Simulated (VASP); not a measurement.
Here is a VASP 6.6.1 calculation.

File INCAR:

```
ALGO = Normal ; EDIFF = 1E-6
ENCUT = 520 ; GGA = PS
ISIF = 2 ; ISMEAR = -1
LASPH = True ; LCHARG = False
LDAU = True ; LDAUJ = 0 0
LDAUL = -1 2 ; LDAUPRINT = 1
LDAUTYPE = 2 ; LDAUU = 0 5
LMAXMIX = 4 ; LREAL = False
LWAVE = False ; NBANDS = 27
NELM = 150 ; PREC = Accurate
SIGMA = 0.05
```

The input KPOINTS:

```
k-points
0
Gamma
  4 4 6
```

The input POSCAR:

```
KNi
1.0
    3.6604778900      3.6604778900      0.0000000000
   -3.6604778900      3.6604778900      0.0000000000
    0.0000000000      0.0000000000      3.4788877700
K Ni
2 2
Direct
    0.0000000000      0.0000000000      0.0000000000
    0.5000000000      0.5000000000      0.0000000000
    0.5000000000      0.0000000000      0.5000000000
    0.0000000000      0.5000000000      0.5000000000
```

Potentials or basis: VASP PAW PBE potentials, release 64 (K_sv, Ni).

The run is started by

```bash
$ cat potpaw_PBE.64/K_sv/POTCAR potpaw_PBE.64/Ni/POTCAR > POTCAR
$ mpirun -np 1 vasp_std > vasp.out
```

(1) What does it give for the pressure?

(2) Predict the band gap on the k mesh.

Answers

(1) -0.1 GPa.

(2) none (metal or under the smearing width).

Caveat: the PAW data sets were made with another functional, which shifts forces and pressure a little; U without spin polarisation on a metal has little footing; the U is typed as a test and isn't derived for this compound.
